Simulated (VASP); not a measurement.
The system is CdTe.

```
Cd Te
1.0
     0.00000    3.20500    3.20500
     3.20500    0.00000    3.20500
     3.20500    3.20500    0.00000
Cd Te
1 1
Cartesian
  0.0000 0.0000 0.0000
  1.6025 1.6025 1.6025
```

* Program: VASP 6.6.1
* Task: relaxation of cell and atoms
* Functional: PBE
* Potentials or basis: VASP PAW PBE potentials, release 64 (Cd, Te)
* Cutoff: 520 eV
* k mesh: 8 × 8 × 8
* Occupations: gaussian, width 0.02 eV
* Spin: no spin polarisation

At the start: pressure 4.4 GPa; volume 32.92 Å³/atom.

Where does the relaxation end?

Over 5 steps the energy falls by 42.6 meV/atom and the volume is 36.33 Å³/atom (+10.3 %); space group F-43m (No. 216, to 0.05 Å).

Step by step:
```
step  energy change (eV)  largest force (eV/Å)  pressure (GPa)  volume (Å³)
   1              0.0000                0.0000            4.39        65.84
   2             -0.0784                0.0000           -0.97        74.82
   3             -0.0852                0.0000            0.02        72.63
   4             -0.0851                0.0000           -0.05        72.77
   5             -0.0852                0.0000            0.00        72.66
```

Final structure:
```xyz
2
Lattice="0.0000 3.3119 3.3119 3.3119 0.0000 3.3119 3.3119 3.3119 0.0000" Properties=species:S:1:pos:R:3 pbc="T T T"
Cd    3.3119    0.0000    3.3119
Te    1.6560    1.6560    1.6560
```

Caveat: the volume moved by +10 % from the deposited cell, more than functionals usually miss.
